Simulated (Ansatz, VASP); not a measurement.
# CrCl3 (CrCl3 bilayer, AA) in two plane-wave programs

One calculation is typed for both programs; each brings its own data sets. How far apart do they land? The structure shown is the start of the Ansatz relaxation below; VASP solves that cell, so the two are compared at the walk's first step.

Calculated with Ansatz 0.2.0; plane waves, with VASP 6.6.1 beside it; single point at PBEsol with D3(BJ), DFT+U.

## (1) Set-up

The cell holds 16 atoms: 12 Cl and 4 Cr. Its edges and angles: a = 5.982 Å, b = 5.982 Å, c = 48.155 Å, α = 90.0°, β = 90.0°, γ = 120.0°. Vacuum lies along c.

## (2) Ansatz: relaxation, PBEsol with D3(BJ), DFT+U

Ansatz runs on its default PAW (the set named soft_2) files.

The two programs are compared at the cell with which this relaxation starts, whose forces are those of its first step.

Contents of input.yaml:

```yaml
crystal:
  lattice:
    - [5.98175, 0.0, 0.0]
    - [-2.990875, 5.1803474591, 0.0]
    - [0.0, 0.0, 48.1553560008]
  atoms:
    - { symbol: Cl, position: [0.64, 0.0, 0.4111692166] }
    - { symbol: Cl, position: [0.0, 0.64, 0.4111692166] }
    - { symbol: Cl, position: [0.36, 0.36, 0.4111692166] }
    - { symbol: Cr, position: [0.3333333333, 0.6666666667, 0.4394908637], spin: 3.0 }
    - { symbol: Cr, position: [0.6666666667, 0.3333333333, 0.4394908637], spin: 3.0 }
    - { symbol: Cl, position: [0.36, 0.0, 0.4678125108] }
    - { symbol: Cl, position: [0.0, 0.36, 0.4678125108] }
    - { symbol: Cl, position: [0.64, 0.64, 0.4678125108] }
    - { symbol: Cl, position: [0.64, 0.0, 0.5321874892] }
    - { symbol: Cl, position: [0.0, 0.64, 0.5321874892] }
    - { symbol: Cl, position: [0.36, 0.36, 0.5321874892] }
    - { symbol: Cr, position: [0.3333333333, 0.6666666667, 0.5605091363], spin: -3.0 }
    - { symbol: Cr, position: [0.6666666667, 0.3333333333, 0.5605091363], spin: -3.0 }
    - { symbol: Cl, position: [0.36, 0.0, 0.5888307834] }
    - { symbol: Cl, position: [0.0, 0.36, 0.5888307834] }
    - { symbol: Cl, position: [0.64, 0.64, 0.5888307834] }
  periodic: [true, true, false]
magnetization:
  spin_polarized: true
kpoints:
  mp_grid: { grid: [6, 6, 1] }
hamiltonian:
  xc: pbesol
  dispersion: d3bj
  hubbard: { sites: [{ species: Cr, l: d, u_eff: 3.0 }] }
scf:
  occupations: { method: fermi_dirac, width: 0.05 }
  convergence: { dr2_threshold: 1.0e-09 }
relax:
  f_tol: 0.004
  max_steps: 90
  cell: {}
output:
  write_potential: true
  write_density: true
  volumetric_format: npy
```

Command:

```bash
$ ansatz run input.yaml --threads 4 --pin off --max-ram 12288MiB --backend cpu --events-out ev --progress --plain --runs-dir out
```

Numbers of over 12 decimals in the logs are rounded to 6 here.

Output:

```text
Warning: relax.cell: scf.convergence.dr2_threshold = 1e-9 eV is looser than the 4.64709339353e-10 eV advised for a relaxation that steers and ends on the stress (1e-10 eV for each atom of the cell: 16, times the square of relax.cell.stress_2d_tol = 0.05 N/m over 18.6 Å (the atoms' height at the walk's start and 5 Å past either face), 2.695e-2 GPa, over a crystal's default 0.05). What an SCF threshold leaves in a stress goes as its square root, and in the free energy as the threshold itself, and one threshold admits the most on a small cell: [figures from the program's tests cut] Set scf.convergence.dr2_threshold to 4.64709339353e-10 eV or tighter. [rest of the remark cut]
Cl: projections on atomic orbitals take those of the free atom [Ne] 3s2 3p5, of charge +0.00 (hamiltonian.pseudopotentials.projection_atoms); the dataset's partial waves leave at most 2.1e-7 of an orbital's norm unspanned inside its sphere
Cr: projections on atomic orbitals take those of the free atom [Ne] 3s2 3p6 3d5 4s1, of charge +0.00 (hamiltonian.pseudopotentials.projection_atoms); the dataset's partial waves leave at most 7.0e-7 of an orbital's norm unspanned inside its sphere
Engine: ansatz 0.2.0, x86_64-unknown-linux-gnu
Pseudopotentials: kind: paw
Pseudopotential: Cl, paw, valence charge 7, recommended cutoff 420 eV (normal), Cl.paw.azcp
Pseudopotential: Cr, paw, valence charge 14, recommended cutoff 420 eV (normal), Cr.paw.azcp
Functional definition: PBEsol
  exchange = pbesol_x
  correlation = pbesol_c
Crystal: 16 atoms, lattice volume = 1492.216 Å³
Basis set: ecut = 420 eV, 29009 PW (Γ), exchange–correlation on 80×80×648 points (8 copies of the dense FFT grid, shifted against one another)
Bands: 92, of which v1, the nominal top of the filled ones, is band 70 counted from 1 (69 counted from 0)
Symmetry: 6 space group operations
Space group: P31m (ITA 157), of the structure as read, at distance tolerance 1.1e-4 Å
Magnetic group: BNS 162.75 (UNI 1305), of the structure as read, at distance tolerance 1.1e-4 Å
k-points: 7 of 36 (time reversal used)
Non-local potential: Cl, projectors of the file, l = 0: 2, l = 1: 2, l = 2: 2
Non-local potential: Cr, projectors of the file, l = 0: 3, l = 1: 2, l = 2: 3, l = 3: 1
PAW form: soft (Blöchl's): semilocal exchange-correlation on the pseudo side does not see the compensation charge
PAW frozen core: Cl, regenerated for the run's functional, and the local potential with it (the file was generated under x = pbe(κ = 0.804, μ = 0.219515), c = pbe(β = 0.066725))
PAW frozen core: Cr, regenerated for the run's functional, and the local potential with it (the file was generated under x = pbe(κ = 0.804, μ = 0.219515), c = pbe(β = 0.066725))
PAW one-centre angular grid: Cl, 110 points (default); XC on 64 Gauss nodes
PAW one-centre angular grid: Cr, 590 points (default); XC on 64 Gauss nodes
Initial density: superposition of atomic densities (neutral atoms: chi_scale 0, normalization atom)
Starting moments: Σ|m| = 12 μB on 4 of 16 sites
Starting magnetic order: antiferromagnet; an inversion exchanges its spin sublattices: spin-degenerate at every k-point
Initial wavefunctions: pseudopotential atomic-orbital guess
Functional: x = pbesol(κ = 0.804, μ = 0.123457), c = pbesol(β = 0.046)
SCF iter   1: F=—  HF=-26145.705960 eV  |F-HF|=—  |Δ(HF+E_count)|=         —  Δρ=2.56e-2 (↑2.56e-2 ↓2.56e-2)  dr2=4.60e1  dr2_m=7.31e-1  M=-0.000 μB ∫|m|=13.095 μB  β_m=1.00  ethr=3.10e-3  ⟨swp⟩=9.2  Hψ=6595  notcnv=0  defer=87
preconditioner: auto → Resta (q_TF=auto, 1.839 Å⁻¹)  ε∞=1.8  [insulator: Δε(μ)=1.161 eV  Ē_g=11.162 eV  σ=0.050 eV  W_gap=1.00  n_scr=154 (ndim 8)  ℏωp=10.0 eV  f_vac=0.746  D(μ)=0.00/eV (n_scr^D=0)  ε∞_Penn≈1.8  vacuum switching on, ρ_ref=9.0e-3 e/Å³]
spin=Collinear: Resta preconditioning applied to the charge; magnetization (m = ρ↑ − ρ↓) channel mixes plain (no charge-response kernel on spin).
SCF iter   2: F=—  HF=-26138.817592 eV  |F-HF|=—  |Δ(HF+E_count)|=    6.89e0  Δρ=1.26e-2 (↑1.25e-2 ↓1.26e-2)  dr2=2.51e0  dr2_m=1.47e0  M=0.000 μB ∫|m|=14.854 μB  β_m=1.00  ethr=3.10e-3  ⟨swp⟩=4.6  Hψ=3071  notcnv=0  defer=160
SCF iter   3: F=—  HF=-26138.925213 eV  |F-HF|=—  |Δ(HF+E_count)|=   1.08e-1  Δρ=4.40e-3 (↑4.40e-3 ↓4.39e-3)  dr2=7.12e-1  dr2_m=9.13e-3  M=0.000 μB ∫|m|=14.571 μB  β_m=0.30  ethr=1.80e-3  ⟨swp⟩=3.6  Hψ=2398  notcnv=0  defer=160
[...]
SCF converged after 6 iterations
an eigenvalue changed by more than its tolerance at an iteration that met the thresholds in force, so the SCF went on 1 time: the last check found none over its tolerance
Magnetization: 0.0000 μB (70.0000 up, 70.0000 down)
Absolute magnetization: 13.9044 μB (∫|ρ↑−ρ↓|, with the PAW one-centre terms)
Spin contamination: 6.2991 ħ² per cell (⟨S²⟩ above its minimum at these occupations)
Per-site moments (μB) at R_I (Å): [(-0.052534, 0.962841), (-0.052534, 0.962841), (-0.052534, 0.962841), (2.766593, 0.962816), (2.766593, 0.962816), (-0.049513, 0.962816), (-0.049513, 0.962816), (-0.049513, 0.962816), (0.049514, 0.962816), (0.049514, 0.962816), (0.049514, 0.962816), (-2.766594, 0.962816), (-2.766594, 0.962816), (0.052534, 0.962841), (0.052534, 0.962841), (0.052534, 0.962841)]
Free energy (F): -26139.850577 eV
Harris-Foulkes:  -26139.850577 eV  (|F-HF|=8.15e-10)
Internal energy: -26139.850577 eV  (E = F + TS)
E sigma→0 (E₀):  -26139.850577 eV
Fermi energy:    -6.176923 eV
--- Per-component energies (eV) ---
  E_band       = -3119.527570
  E_kinetic    = 3288.102014
  E_local      = -514576.833992  (includes V_loc(G=0)·N_el)
  E_nonlocal   = 677.265506
  E_hartree    = 255291.857194
  E_xc         = -1817.637375
  E_vxc        = -2155.303078  (∫ρ·V_xc dr)
  E_hubbard    = 6.701152  (on-site DFT+U / exact-exchange correction)
  E_vhub       = -13.910440  (the Hubbard potential's part of the band-sum identity)
  E_paw        = -12373.390265  (= ΣΔE_a)
  E_vpaw       = -922.565187  (= ΣTr[D̂ρ^β])
  E_aug_tail   = 0.002658  (compensation charges beyond the density's cutoff)
  E_ewald      = 243365.279182
  E_disp       = -2.777833  (pairwise vdW)
  E_core_change = 1.581183  (= ΣΔE_core)
  E_smearing   = -0.000000  (= −TS)
  E_closure    = -0.000000  (closes the sum)
  Σ components = -26139.850577   (vs F -26139.850577, Δ=0.00e0)
--- Forces (eV/Å), atoms counted from 1 ---
  atom   1  Cl    -0.00054698    -0.00000000     0.00030398
  atom   2  Cl     0.00027349    -0.00047370     0.00030398
  atom   3  Cl     0.00027349     0.00047370     0.00030398
  atom   4  Cr    -0.00000000    -0.00000000     0.00061957
  atom   5  Cr    -0.00000000     0.00000000     0.00061957
  atom   6  Cl    -0.00015376     0.00000000     0.00072926
  atom   7  Cl     0.00007688    -0.00013316     0.00072926
  atom   8  Cl     0.00007688     0.00013316     0.00072926
  atom   9  Cl     0.00015221    -0.00000000    -0.00072719
  atom  10  Cl    -0.00007610     0.00013181    -0.00072719
  atom  11  Cl    -0.00007610    -0.00013181    -0.00072719
  atom  12  Cr    -0.00000000    -0.00000000    -0.00062136
  atom  13  Cr    -0.00000000     0.00000000    -0.00062136
  atom  14  Cl     0.00054778     0.00000000    -0.00030501
  atom  15  Cl    -0.00027389     0.00047439    -0.00030501
  atom  16  Cl    -0.00027389    -0.00047439    -0.00030501
  max |Σ_I F_I| component: 4.56e-7 eV/Å
--- 2D stress c σ (N/m, compression-positive) ---
       -0.003225       0.000000       0.000000
       -0.000000      -0.003225       0.000000
        0.000000       0.000000      -0.000000
  P = ½ c Tr σ = -0.0032 N/m
--- Band table (eV; the first three rows and the last of 14) ---
  k-point 0 ↑: bands = [... 66 lower, -7.7632, -7.7632, -7.5146, -7.5146, -4.9256, -4.9256, -4.6896, -4.6896, ... 18 higher]
  k-point 1 ↑: bands = [... 66 lower, -7.7840, -7.7641, -7.5077, -7.4477, -4.9311, -4.9135, -4.7941, -4.7060, ... 18 higher]
  k-point 2 ↑: bands = [... 66 lower, -7.7938, -7.7625, -7.5487, -7.3706, -4.9296, -4.9070, -4.8487, -4.7737, ... 18 higher]
  k-point 6 ↓: bands = [... 66 lower, -7.6696, -7.6696, -7.4907, -7.4907, -4.9262, -4.8619, -4.8619, -4.6870, ... 18 higher]
  the weakly bound empty levels are not read free of the cell's end (hubbard_term)
--- Relaxed structure (6 steps of the walk, 6 accepted, 1 SCFs on fresh bases) ---
  F+E_penalty+E_count = -26139.85057675 eV   max|allowed force component| = 7.293e-4 eV/Å   (the final SCF, on the basis selected at the relaxed cell)
  cell:  # Å, volume = 1450.4127 Å³
    - [5.897367, 3.122782778725836e-18, 0]
    - [-2.948684, 5.107270, 0]
    - [0, 0, 48.1553560008]
  atoms:
    - { symbol: Cl, position: [0.647210, 0, 0.413395] }
    - { symbol: Cl, position: [0, 0.647210, 0.413395] }
    - { symbol: Cl, position: [0.352790, 0.352790, 0.413395] }
    - { symbol: Cr, position: [0.333333, 0.666667, 0.441228] }
    - { symbol: Cr, position: [0.666667, 0.333333, 0.441228] }
    - { symbol: Cl, position: [0.348360, 0, 0.468699] }
    - { symbol: Cl, position: [0, 0.348360, 0.468699] }
    - { symbol: Cl, position: [0.651640, 0.651640, 0.468699] }
    - { symbol: Cl, position: [0.651640, 0, 0.531301] }
    - { symbol: Cl, position: [5.551115123125783e-17, 0.651640, 0.531301] }
    - { symbol: Cl, position: [0.348360, 0.348360, 0.531301] }
    - { symbol: Cr, position: [0.333333, 0.666667, 0.558772] }
    - { symbol: Cr, position: [0.666667, 0.333333, 0.558772] }
    - { symbol: Cl, position: [0.352790, 0, 0.586605] }
    - { symbol: Cl, position: [2.7755575615628914e-17, 0.352790, 0.586605] }
    - { symbol: Cl, position: [0.647210, 0.647210, 0.586605] }
```

In the SCF lines HF is the Harris–Foulkes energy and dr2 the Hartree energy of the density residual, in eV; the loop may stop once dr2 is under the threshold and the program's other checks hold. Hψ counts applications of the Hamiltonian.

[end of part 1 of 2]

[Lines on the potential files, build, host, timing and source positions are cut from VASP's logs without a mark.]

[Logs are printed without paths, hosts, clocks, repeated set-up lines and the standing remarks that a program may print on its own settings, such as how far it seeks lower states.]

[Hosts, paths, dates, database ids (printed as entryN), source tags and the programs' standing remarks are cut or masked in the printed files.]
